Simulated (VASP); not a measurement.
AlHg:

```
CELL_PARAMETERS angstrom
0.00000 3.06853 3.06853
3.06853 0.00000 3.06853
3.06853 3.06853 0.00000
ATOMIC_POSITIONS crystal
Al 0.00000 0.00000 0.00000
Hg 0.75000 0.75000 0.75000
```

The cell was built by a generator and needn't be a form met in nature.

| Item | Value |
| --- | --- |
| Program | VASP 6.6.1 |
| Task | relaxation of cell and atoms |
| Functional | AM05 |
| Potentials or basis | VASP PAW PBE potentials, release 64 (Al, Hg) |
| Cutoff | 600 eV |
| k mesh | 8 × 8 × 8 |
| Occupations | fermi-dirac, width 0.05 eV |
| Spin | no spin polarisation |

At the start: pressure -1.6 GPa; volume 28.89 Å³/atom.

Q: Where does the relaxation end?

A: Over 4 steps the energy falls by 6.7 meV/atom and the volume is 27.58 Å³/atom (-4.5 %); space group F-43m (No. 216, to 0.05 Å).

The path:
| step | energy change (eV) | largest force (eV/Å) | pressure (GPa) | volume (Å³) |
| --- | --- | --- | --- | --- |
| 1 | 0.0000 | 0.0000 | -1.58 | 57.79 |
| 2 | -0.0132 | 0.0000 | -0.22 | 55.44 |
| 3 | -0.0133 | 0.0000 | 0.07 | 55.07 |
| 4 | -0.0134 | 0.0000 | 0.01 | 55.16 |

Final structure:
```xyz
2
Lattice="0.0000 3.0213 3.0213 3.0213 0.0000 3.0213 3.0213 3.0213 0.0000" Properties=species:S:1:pos:R:3 pbc="T T T"
Al    0.0000    0.0000    0.0000
Hg    4.5320    4.5320    4.5320
```

Caveat: the PAW data sets were made with another functional, which shifts forces and pressure a little.
